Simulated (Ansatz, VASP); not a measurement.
One calculation of Rb3Mg, two programs

```
Rb Mg
1.0
    -3.22727    3.22727    6.18757
     3.22727   -3.22727    6.18757
     3.22727    3.22727   -6.18757
Rb Mg
3 1
Direct
  0.25000 0.75000 0.50000
  0.75000 0.25000 0.50000
  0.50000 0.50000 0.00000
  0.00000 0.00000 0.00000
```

The cell comes from a database or a generator and needn't be the stable form of this composition.

Alike in both runs: task single point; functional PBE; k mesh 6 × 6 × 6; occupations fermi-dirac, width 0.05 eV; no spin polarisation.

|  | VASP | Ansatz |
| --- | --- | --- |
| version | VASP 6.6.1 | Ansatz 0.2.0 |
| potentials or method | VASP PAW PBE potentials, release 64 (Rb_sv, Mg) | Ansatz PAW |
| plane-wave cutoff (eV) | 520 | 420 |
| valence electrons in the cell | 29 | 37 |

|  | VASP | Ansatz | Ansatz less VASP |
| --- | --- | --- | --- |
| gap on the k mesh at the Fermi level (eV) | none | none | - |
| pressure (GPa) | 0.0 | 0.0 | 0.00 |
| largest component of the traceless stress (GPa) | 0.06 | 0.06 | 0.000 |

A gap of «none» marks a metal or a gap that the smearing closes. The two sets of potentials don't hold the same shells in valence.
